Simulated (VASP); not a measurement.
Consider the following.

```
CdF2
1.0
    0.00000     2.69927     2.69927
    2.69927     0.00000     2.69927
    2.69927     2.69927     0.00000
Cd F
1 2
Direct
  0.00000   0.00000   0.00000
  0.25000   0.25000   0.25000
  0.75000   0.75000   0.75000
```

Level of theory: PBEsol GGA, VASP's PBE PAW potentials (set 64) (plane waves; VASP 6.6.1). Run with 600 eV cut-off, 6×6×6 Γ-centred mesh, Gaussian smearing of 0.050 eV, potentials Cd F.

Question: The ions, cell shape and volume at an external pressure of 2.0 GPa are relaxed. What does this cell relax into?

Answer: 
```
CdF2
1.0
    0.00000     2.68117     2.68117
    2.68117     0.00000     2.68117
    2.68117     2.68117     0.00000
Cd F
1 2
Cartesian
  0.00000   0.00000   0.00000
  1.34059   1.34059   1.34059
  4.02176   4.02176   4.02176
```
Space group Fm-3m (225), at a tolerance of 0.03 Å.

Question: How do energy and volume change from the first to the last step?

Answer: The energy (σ→0) changes by +1.4 meV/atom and the volume by -2.0 %, in 3 ionic steps.

```json
[
 {"step": "1", "E(σ→0) (eV)": "-11.5976", "max force (eV/Å)": "0.000", "pressure (GPa)": "-0.27", "volume (Å³)": "39.33"},
 {"step": "2", "E(σ→0) (eV)": "-11.5895", "max force (eV/Å)": "0.000", "pressure (GPa)": "2.83", "volume (Å³)": "38.28"},
 {"step": "3", "E(σ→0) (eV)": "-11.5935", "max force (eV/Å)": "0.000", "pressure (GPa)": "2.00", "volume (Å³)": "38.55"}
]
```

The compound is CdF2 in the fluorite structure. This run relaxes it under an external pressure of 2 GPa. Symmetry was kept, so distortions that lower it aren't found.
